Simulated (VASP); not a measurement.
VASP input:

INCAR:
```
! general
SYSTEM  = SrVO3
PREC    = Accurate
ENCUT   = 520
LREAL   = F
LASPH   = T

! electronic loop
EDIFF   = 1E-7
NELM    = 100
ALGO    = Normal
LMAXMIX = 4

! smearing
ISMEAR  = -5

! functional
GGA     = PS

! ions
ISIF    = 2

! output
LWAVE   = F
LCHARG  = T
LORBIT  = 11
NEDOS   = 601

! other
LEFG    = T
```

POSCAR:
```
SrVO3
1
    3.8155536819     0.0000000000     0.0000000000
    0.0000000000     3.8155536819     0.0000000000
    0.0000000000     0.0000000000     3.8155536819
Sr V O
1 1 3
Direct
  0.0000000000   0.0000000000   0.0000000000
  0.5000000000   0.5000000000   0.5000000000
  0.5000000000   0.0000000000   0.5000000000
  0.0000000000   0.5000000000   0.5000000000
  0.5000000000   0.5000000000   0.0000000000
```

KPOINTS:
```
Automatic mesh
0
gamma
9 9 9
```

POTCAR, in this order: Sr_sv V_sv O (PBE.64 set). Program: vasp_std.

**Question.** Translate this PBEsol calculation to Quantum ESPRESSO's pw.x.

**Answer.** One equivalent input (not run):
```
&CONTROL
  calculation = 'scf'
  pseudo_dir = './pseudo'
  outdir = './out'
  tprnfor = .true.
  tstress = .true.
/
&SYSTEM
  ibrav = 0
  nat = 5
  ntyp = 3
  ecutwfc = 84
  occupations = 'tetrahedra'
  input_dft = 'pbesol'
/
&ELECTRONS
  conv_thr = 7.3e-09
  electron_maxstep = 100
/
ATOMIC_SPECIES
  Sr 87.620 Sr.upf
  V 50.941 V.upf
  O 15.999 O.upf
CELL_PARAMETERS angstrom
     3.8155537    0.0000000    0.0000000
     0.0000000    3.8155537    0.0000000
     0.0000000    0.0000000    3.8155537
ATOMIC_POSITIONS crystal
  Sr   0.0000000  0.0000000  0.0000000
  V    0.5000000  0.5000000  0.5000000
  O    0.5000000  0.0000000  0.5000000
  O    0.0000000  0.5000000  0.5000000
  O    0.5000000  0.5000000  0.0000000
K_POINTS automatic
  9 9 9 0 0 0
```
What does not carry over: the potentials are each code's own (VASP's PAW set, PseudoDojo norm-conserving files in pw.x), so ENCUT and ecutwfc are chosen apart and not converted; conv_thr bounds pw.x's estimated SCF error, while EDIFF bounds the energy change between steps; the field gradients of LEFG aren't asked of the other code.

The compound is SrVO3 in the cubic perovskite structure. It was relaxed first.
